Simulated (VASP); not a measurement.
Output of a VASP run:

File OSZICAR:
```
       N       E                     dE             d eps       ncg     rms          rms(c)
DAV:   1     0.860174984928E+02    0.86017E+02   -0.21229E+04   640   0.122E+03
DAV:   2    -0.223018155518E+03   -0.30904E+03   -0.30187E+03   712   0.300E+02
DAV:   3    -0.240343533399E+03   -0.17325E+02   -0.17223E+02   776   0.708E+01
DAV:   4    -0.240547511876E+03   -0.20398E+00   -0.20390E+00   720   0.746E+00
DAV:   5    -0.240550441526E+03   -0.29296E-02   -0.29295E-02   808   0.888E-01    0.114E+01
DAV:   6    -0.232127991376E+03    0.84225E+01   -0.81850E+00   648   0.285E+01    0.117E+01
DAV:   7    -0.230257511088E+03    0.18705E+01   -0.44509E-01   680   0.497E+00    0.857E+00
DAV:   8    -0.227712442833E+03    0.25451E+01   -0.45562E-01   640   0.445E+00    0.255E+00
DAV:   9    -0.224914790526E+03    0.27977E+01   -0.93380E-01   664   0.527E+00    0.876E-01
DAV:  10    -0.225080407910E+03   -0.16562E+00   -0.46370E-02   656   0.121E+00    0.795E-01
DAV:  11    -0.225133490122E+03   -0.53082E-01   -0.96728E-03   752   0.483E-01    0.681E-01
DAV:  12    -0.225243008436E+03   -0.10952E+00   -0.14278E-01   688   0.176E+00    0.327E-01
DAV:  13    -0.225207777774E+03    0.35231E-01   -0.41277E-02   728   0.105E+00    0.506E-01
DAV:  14    -0.225241737382E+03   -0.33960E-01   -0.12211E-02   664   0.627E-01    0.369E-01
DAV:  15    -0.225254327931E+03   -0.12591E-01   -0.16905E-02   688   0.722E-01    0.961E-02
DAV:  16    -0.225254341365E+03   -0.13433E-04   -0.15013E-03   728   0.166E-01    0.617E-02
DAV:  17    -0.225254154171E+03    0.18719E-03   -0.15237E-04   688   0.880E-02    0.547E-02
DAV:  18    -0.225254480482E+03   -0.32631E-03   -0.94562E-05   664   0.604E-02    0.279E-02
DAV:  19    -0.225254632365E+03   -0.15188E-03   -0.20290E-04   680   0.761E-02    0.655E-02
DAV:  20    -0.225254634729E+03   -0.23638E-05   -0.25276E-05   656   0.404E-02    0.120E-02
DAV:  21    -0.225254637763E+03   -0.30341E-05   -0.29066E-06   552   0.989E-03    0.595E-03
DAV:  22    -0.225254639125E+03   -0.13621E-05   -0.11999E-06   424   0.690E-03    0.922E-03
DAV:  23    -0.225254639270E+03   -0.14467E-06   -0.24441E-07   328   0.358E-03
   1 F= -.22525464E+03 E0= -.22525464E+03  d E =-.225255E+03
```

File OUTCAR:
```
------------------------ aborting loop because EDIFF is reached ----------------------------------------
  FORCE on cell =-STRESS in cart. coord.  units (eV):
  Direction    XX          YY          ZZ          XY          YZ          ZX
  --------------------------------------------------------------------------------------
  Total       -0.0723081     -0.0723081     -0.0180187      0.0000000      0.0000000      0.0000000
  in kB       -0.5815970     -0.5815971     -0.1449304      0.0000000      0.0000000      0.0000000
  external PRESSURE =      -0.4360415 kB  Pullay stress =       0.0000000 kB
  volume of cell :      199.19
      direct lattice vectors                 reciprocal lattice vectors
     4.702713664  0.000000000  0.000000000     0.212643183  0.122769594  0.000000000
    -2.351356832  4.072669667  0.000000000     0.000000000  0.245539187  0.000000000
     0.000000000  0.000000000 10.400341687     0.000000000  0.000000000  0.096150687
 POSITION                                       TOTAL-FORCE (eV/Angst)
 -----------------------------------------------------------------------------------
      1.64353      2.84668      0.00000        -0.002072     -0.003589      0.000000
      1.41565      0.00000      6.93356         0.004144      0.000000     -0.000000
     -0.70783      1.22599      3.46678        -0.002072      0.003589      0.000000
      1.19353      2.06726      5.20017         0.005302      0.009183      0.000000
      2.31564      0.00000      1.73339        -0.010604      0.000000     -0.000000
     -1.15782      2.00541      8.66695         0.005302     -0.009183      0.000000
 -----------------------------------------------------------------------------------
    total drift:                               -0.001322      0.001892     -0.000017
  FREE ENERGIE OF THE ION-ELECTRON SYSTEM (eV)
  ---------------------------------------------------
  free  energy   TOTEN  =      -225.2546392700 eV

  energy  without entropy=     -225.2546392700  energy(sigma->0) =     -225.25463927

 reached required accuracy - stopping structural energy minimisation
```
(Selected blocks of OUTCAR.)

POSCAR:
```
HgTe
1
    4.7027136639    -0.0000000000     0.0000000000
   -2.3513568320     4.0726696670    -0.0000000000
    0.0000000000    -0.0000000000    10.4003416872
Hg Te
3 3
Direct
  0.6989714876   0.6989714876   0.0000000000
  0.3010285124   1.0000000000   0.6666670000
  0.0000000000   0.3010285124   0.3333330000
  0.5075941220   0.5075941220   0.5000000000
  0.4924058780   0.0000000000   0.1666670000
  1.0000000000   0.4924058780   0.8333330000
```

### Question
Write an INCAR and KPOINTS that could have produced this output.

### Answer
This is not unique; one that fits is the input of the run itself, r2SCAN meta-GGA, plane waves, VASP's PBE PAW potentials (set 64).

### INCAR
```
SYSTEM = HgTe
PREC = Accurate; ENCUT = 400; LREAL = .FALSE.
LASPH = .TRUE.
EDIFF = 1E-6; NELM = 100; ALGO = Normal
LMAXMIX = 6; LMIXTAU = .TRUE.
ISMEAR = 0; SIGMA = 0.05
METAGGA = R2SCAN
IBRION = 2; NSW = 60; ISIF = 3
EDIFFG = -0.02
LWAVE = .FALSE.; LCHARG = .FALSE.
```

File KPOINTS:
```
kpoints
0
Gamma
5 5 2
0 0 0
```

POTCAR, in this order: Hg Te (PBE.64 set). Program: vasp_std.

The structure comes from a computed database's HgTe entry (P3_221); how it stands against other phases isn't given here. It was relaxed first. The start is the result of an earlier pass.
